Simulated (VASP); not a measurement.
Input for VASP

KPOINTS:
```
Automatic mesh
0
Gamma
13 13 13
0 0 0
```

File POSCAR:
```
V
1
    1.5150000000    -1.5150000000     1.5150000000
   -1.5150000000     1.5150000000     1.5150000000
    1.5150000000     1.5150000000    -1.5150000000
V
1
Direct
  0.0000000000   0.0000000000   0.0000000000
```

**INCAR**
```
SYSTEM = V
PREC = Accurate
ENCUT = 400
EDIFF = 1E-6
NELM = 100
ALGO = Normal
LREAL = .FALSE.
LASPH = .TRUE.
ISMEAR = 1
SIGMA = 0.1
GGA = PE
LMAXMIX = 4
LWAVE = .FALSE.
LCHARG = .FALSE.
ISIF = 2
```

POTCAR, in this order: V_sv (PBE.64 set). Program: vasp_std.

The run wrote:

standard output:
```
 -----------------------------------------------------------------------------
|                                                                             |
|     EEEEEEE  RRRRRR   RRRRRR   OOOOOOO  RRRRRR      ###     ###     ###     |
|     E        R     R  R     R  O     O  R     R     ###     ###     ###     |
|     E        R     R  R     R  O     O  R     R     ###     ###     ###     |
|     EEEEE    RRRRRR   RRRRRR   O     O  RRRRRR       #       #       #      |
|     E        R   R    R   R    O     O  R   R                               |
|     E        R    R   R    R   O     O  R    R      ###     ###     ###     |
|     EEEEEEE  R     R  R     R  OOOOOOO  R     R     ###     ###     ###     |
|                                                                             |
|     ERROR: the triple product of the basis vectors is negative exchange     |
|     two basis vectors                                                       |
|                                                                             |
|       ---->  I REFUSE TO CONTINUE WITH THIS SICK JOB ... BYE!!! <----       |
|                                                                             |
 -----------------------------------------------------------------------------
```

Problem. Read the log: what went wrong, and how is it fixed?

Solution. The cause: the lattice vectors form a left-handed set. VASP stops with an error: ERROR: the triple product of the basis vectors is negative exchange two basis vectors ----> I REFUSE TO CONTINUE WITH THIS SICK JOB ... BYE!!! <---- To mend it, correct POSCAR.
### POSCAR
```
V
1
   -1.5150000000     1.5150000000     1.5150000000
    1.5150000000    -1.5150000000     1.5150000000
    1.5150000000     1.5150000000    -1.5150000000
V
1
Direct
  0.0000000000   0.0000000000   0.0000000000
```
The mended run (PBE GGA, plane waves, VASP's PBE PAW potentials (set 64)) converges, and its OSZICAR ends with
```
   1 F= -.89819533E+01 E0= -.89819094E+01  d E =-.131742E-03
```

The compound is V in the bcc structure. The cell was not relaxed at this level. The run is not spin-polarised, so no magnetic state was tried.
